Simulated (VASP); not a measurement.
Consider the following.

```yaml
crystal:
  lattice:
    - [2.85722, 0.00000, 0.00000]
    - [0.00000, 2.85722, 0.00000]
    - [0.00000, 0.00000, 5.23274]
  atoms:
    - { symbol: Si, position: [0.50000, 0.50000, 0.72102] }
    - { symbol: Si, position: [0.50000, 0.50000, 0.27898] }
    - { symbol: Ru, position: [0.00000, 0.00000, 0.00000] }
```

Computed with r2SCAN meta-GGA, VASP's PBE PAW potentials (set 64) (plane waves; VASP). Run with 400 eV cut-off, 12×12×7 Γ-centred mesh, tetrahedra with Blöchl corrections, potentials Si Ru_pv.

Q: Give the energies of bands 5 to 14 at the high-symmetry points, in eV from the Fermi level.

A: 
```tsv
band	Γ	X	M	Z	R	A
5	-8.92	-8.60	-6.30	-12.48	-8.57	-6.84
6	-8.45	-8.26	-6.30	-5.47	-7.40	-6.84
7	-5.49	-4.70	-4.78	-5.37	-6.08	-6.21
8	-2.62	-4.53	-4.53	-2.72	-4.43	-3.03
9	-2.62	-3.58	-4.53	-2.72	-3.71	-3.03
10	-2.38	-3.44	-2.95	-2.30	-3.57	-2.47
11	-1.14	-1.89	-1.47	-1.14	-1.92	0.41
12	3.28	0.40	0.66	3.83	1.26	0.41
13	3.28	2.06	3.47	4.71	2.10	0.66
14	6.46	3.49	3.47	4.71	5.48	1.67
```

It has no gap at this level: it comes out as a metal or semimetal.

The structure comes from a computed database's Si2Ru entry (P4/mmm); how it stands against other phases isn't given here. It was relaxed first.
